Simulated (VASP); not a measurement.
OSZICAR of a VASP run on PbTe (rock salt):

OSZICAR:
```
       N       E                     dE             d eps       ncg     rms          rms(c)
DAV:   1    -0.993254410668E+01   -0.99325E+01   -0.12693E+00   448   0.114E+01    0.907E+00
DAV:   2    -0.994644308374E+01   -0.13899E-01   -0.52001E-02   548   0.166E+00    0.608E+00
DAV:   3    -0.994444752234E+01    0.19956E-02   -0.23762E-03   578   0.511E-01    0.368E+00
DAV:   4    -0.994383172193E+01    0.61580E-03   -0.12691E-03   460   0.304E-01    0.221E+00
DAV:   5    -0.994377269049E+01    0.59031E-04   -0.42342E-04   518   0.169E-01    0.135E+00
DAV:   6    -0.994375209967E+01    0.20591E-04   -0.48682E-05   484   0.765E-02    0.812E-01
DAV:   7    -0.994374147700E+01    0.10623E-04   -0.92070E-06   490   0.370E-02    0.486E-01
DAV:   8    -0.994373918740E+01    0.22896E-05   -0.41728E-06   478   0.181E-02    0.290E-01
DAV:   9    -0.994373948796E+01   -0.30056E-06   -0.13140E-06   344   0.878E-03
   1 F= -.99437395E+01 E0= -.99437395E+01  d E =-.984186E-13
       N       E                     dE             ncg
```

Which electronic solver shows in the log?

It is blocked Davidson (ALGO = Normal, or the opening steps of other solvers). The INCAR had ALGO = Normal.

Can the final energy be trusted as converged?

Self-consistency was reached. It stopped with EDIFF = 1E-6, NELM = 60 (PBE0 hybrid, plane waves, VASP's PBE PAW potentials (set 64)).

The compound is PbTe in the rock salt structure. It was relaxed first, which changed the volume by +5 %. The cell's shape comes from a PBE relaxation.
